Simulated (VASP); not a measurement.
The input files of a VASP run:

### POSCAR
```
KCl
1
    0.0000000000     3.1919840152     3.1919840152
    3.1919840152     0.0000000000     3.1919840152
    3.1919840152     3.1919840152     0.0000000000
K Cl
1 1
Direct
  0.0000000000   0.0000000000   0.0000000000
  0.5000000000   0.5000000000   0.5000000000
```

INCAR:
```
SYSTEM = KCl
PREC = Accurate
ENCUT = 480
EDIFF = 1E-7
NELM = 100
ALGO = Normal
LREAL = .FALSE.
LASPH = .TRUE.
ISMEAR = 0
SIGMA = 0.05
GGA = PE
LWAVE = .FALSE.
LCHARG = .FALSE.
ISIF = 2
```

File KPOINTS:
```
Automatic mesh
0
G
 8 8 8
```

POTCAR, in this order: K_sv Cl (PBE.64 set). Program: vasp_std.

Translate this PBE calculation to Ansatz.

One equivalent input (not run):
Ansatz 0.2 input:
```yaml
crystal:
  lattice:
    - [0.0000000, 3.1919840, 3.1919840]
    - [3.1919840, 0.0000000, 3.1919840]
    - [3.1919840, 3.1919840, 0.0000000]
  atoms:
    - { symbol: K, position: [0.0000000, 0.0000000, 0.0000000] }
    - { symbol: Cl, position: [0.5000000, 0.5000000, 0.5000000] }
kpoints:
  mp_grid: { grid: [8, 8, 8] }
hamiltonian:
  xc: pbe
  pseudopotentials: { kind: paw }
scf:
  occupations: { method: gaussian, width: 0.05 }
  max_iter: 100
output: { forces: true, stress: true, eigenvalues: true }
```
What does not carry over: each code has its own PAW files, so the cut-off isn't converted (ENCUT is set for VASP's; basis.ecutwfc is left out, and Ansatz then takes the one that its files recommend); Ansatz stops its SCF on the density residual and VASP on the energy change (EDIFF).

The compound is KCl in the rock salt structure. It was relaxed first.
